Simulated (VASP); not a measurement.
Input:

```
Mg3ZnO4
1.0
    4.16733     0.00000     0.00000
    0.00000     4.16733     0.00000
    0.00000     0.00000     4.16733
Mg Zn O
3 1 4
Direct
  0.00000   0.50000   0.50000
  0.50000   0.00000   0.50000
  0.50000   0.50000   0.00000
  0.00000   0.00000   0.00000
  0.50000   0.00000   0.00000
  0.00000   0.50000   0.00000
  0.00000   0.00000   0.50000
  0.50000   0.50000   0.50000
```

Calculation: LDA (Ceperley-Alder, Perdew-Zunger), VASP's LDA PAW potentials (set 64) (plane waves; VASP). Run with 520 eV cut-off, 6×6×6 Γ-centred mesh, tetrahedra with Blöchl corrections, potentials Mg Zn O.

Task: Tabulate the total density of states (states/eV per cell) against energy (eV; zero at the valence-band maximum or, without a gap, the Fermi level).

Result: 
```
E (eV) | DOS (states/eV)
    -9.96 |  0.00
    -9.60 |  0.00
    -9.12 |  0.00
    -8.76 |  0.00
    -8.28 |  0.00
    -7.92 |  0.00
    -7.56 |  0.00
    -7.08 | # 0.21
    -6.72 | ### 1.15
    -6.36 | ################ 5.50
    -5.88 | ########################### 9.34
    -5.52 | ##################### 7.18
    -5.04 | ########### 3.84
    -4.68 | ###### 1.91
    -4.32 | ########################### 9.39
    -3.84 | ########### 3.84
    -3.48 | ########## 3.55
    -3.00 | ############# 4.57
    -2.64 | ######################### 8.49
    -2.28 | ############################ 9.58
    -1.80 | ############################## 10.3
    -1.44 | ######## 2.66
    -1.08 | ##### 1.67
    -0.60 | #### 1.47
    -0.24 | ### 1.00
     0.24 |  0.00
     0.60 |  0.00
     0.96 |  0.00
     1.44 |  0.00
     1.80 |  0.00
     2.28 |  0.00
     2.64 |  0.00
     3.00 |  0.03
     3.48 |  0.13
     3.84 | # 0.17
     4.20 | # 0.22
     4.68 | # 0.33
     5.04 | # 0.47
     5.52 | ## 0.75
     5.88 | ### 0.98
```
Within 2 eV below the valence-band maximum the largest weight inside VASP's projection spheres is O p.

The structure comes from a computed database's Mg3ZnO4 entry (Pm-3m); how it stands against other phases isn't given here. It was relaxed first, which changed the volume by -8 %.
